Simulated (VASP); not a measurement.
Input:

```yaml
crystal:
  lattice:
    - [5.75778, 0.00000, 0.00000]
    - [0.00000, 3.72530, 0.00000]
    - [0.00000, 0.00000, 6.11640]
  atoms:
    - { symbol: Pt, position: [0.49763, 0.25000, 0.69303] }
    - { symbol: Pt, position: [0.99763, 0.25000, 0.80697] }
    - { symbol: Pt, position: [0.50237, 0.75000, 0.30697] }
    - { symbol: Pt, position: [0.00237, 0.75000, 0.19303] }
    - { symbol: Ge, position: [0.68671, 0.25000, 0.08795] }
    - { symbol: Ge, position: [0.18671, 0.25000, 0.41205] }
    - { symbol: Ge, position: [0.31329, 0.75000, 0.91205] }
    - { symbol: Ge, position: [0.81329, 0.75000, 0.58795] }
```

The numbers are results of r2SCAN meta-GGA, VASP's PBE PAW potentials (set 64) (plane waves; VASP 6.6.1), not measurements. Run with 400 eV cut-off, 6×9×6 Γ-centred mesh, tetrahedra with Blöchl corrections, potentials Pt Ge_d.

Unless said otherwise, spin-orbit coupling is left out, though it shifts the bands of the heavy elements here.

Question: Tabulate the total density of states (states/eV per cell) against energy (eV; zero at the valence-band maximum or, without a gap, the Fermi level).

Answer: 
```
E (eV) | DOS (states/eV)
    -9.90 | ################# 7.31
    -9.34 | # 0.36
    -8.77 |  0.00
    -8.21 |  0.00
    -7.65 | ### 1.36
    -7.09 | ########### 4.43
    -6.53 | ########### 4.76
    -5.96 | ########### 4.43
    -5.40 | ############################## 12.5
    -4.84 | ############### 6.31
    -4.28 | ######################### 10.4
    -3.72 | ################### 8.09
    -3.15 | ################## 7.56
    -2.71 | ############ 5.16
    -2.14 | ############## 5.69
    -1.58 | ######### 3.62
    -1.02 | #### 1.51
    -0.46 | #### 1.76
     0.10 | #### 1.79
     0.67 | ######## 3.40
     1.23 | ####### 3.10
     1.79 | ######## 3.21
     2.35 | ######## 3.53
     2.91 | ##### 2.06
     3.48 | ############# 5.25
```
Within 2 eV below the Fermi level the largest weight inside VASP's projection spheres is Pt d, then Ge p.

The structure was generated: GePt was put into the MnP type (Pnma), which need not be its known phase. It was relaxed first, which changed the volume by -6 %.
